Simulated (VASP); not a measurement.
Consider the following.

```xyz
1
Lattice="-1.7169 1.7169 1.7169 1.7169 -1.7169 1.7169 1.7169 1.7169 -1.7169" Properties=species:S:1:pos:R:3 pbc="T T T"
Nb     0.0000     0.0000     0.0000
```

Method: r2SCAN meta-GGA, VASP's PBE PAW potentials (set 64) (plane waves; VASP). Numerical set-up: 480 eV cut-off, 14×14×14 Γ-centred mesh, first-order Methfessel-Paxton smearing of 0.10 eV, potentials Nb_sv.

What does the run give for the energy per atom (σ→0), pressure, band gap (on the k-mesh) with the smallest direct gap where there is one?

The band gap (on the k-mesh) is none (metal, semimetal or under 0.01 eV) and the energy per atom (σ→0) is -24.720 eV/atom. The pressure is -16.40 GPa.

The compound is Nb in the bcc structure. This cell was strained or had an atom moved on purpose.
